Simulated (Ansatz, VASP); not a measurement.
## Two plane-wave programs on Al2Si3N

```
Al Si N
1.0
     2.31361    1.33576    4.11020
    -2.31361    1.33576    4.11020
     0.00000   -2.67153    4.11020
Al Si N
2 3 1
Direct
  0.87858 0.87858 0.87858
  0.12142 0.12142 0.12142
  0.50000 0.00000 0.50000
  0.50000 0.50000 0.00000
  0.00000 0.50000 0.50000
  0.50000 0.50000 0.50000
```

Change from the starting cell: species swapped into the Ce2Fe3Rh type (R-3m, No. 166).

Alike in both runs: task relaxation of cell and atoms; functional PBE; k mesh 6 × 6 × 6; occupations gaussian, width 0.1 eV; no spin polarisation.

```csv
,VASP,Ansatz
version,VASP 6.6.1,Ansatz 0.2.0
potentials or method,"VASP PAW PBE potentials, release 64 (Al, Si, N)","scalar-relativistic, plane waves, PAW"
plane-wave cutoff (eV),600,420
valence electrons in the cell,23,23
```

|  | VASP | Ansatz | Ansatz less VASP |
| --- | --- | --- | --- |
| gap on the k mesh at the Fermi level, each at its own relaxed structure (eV) | none | none | - |
| relaxed volume (Å³/atom) | 14.36 | 14.45 | +0.087 |
| relaxed cell length with the largest relative difference (Å) | 4.489 | 4.493 | +0.0042 |
| energy change over the relaxation (meV/atom) | -266 | -271 | -5.1 |

A gap of «none» marks a metal or a gap that the smearing closes.
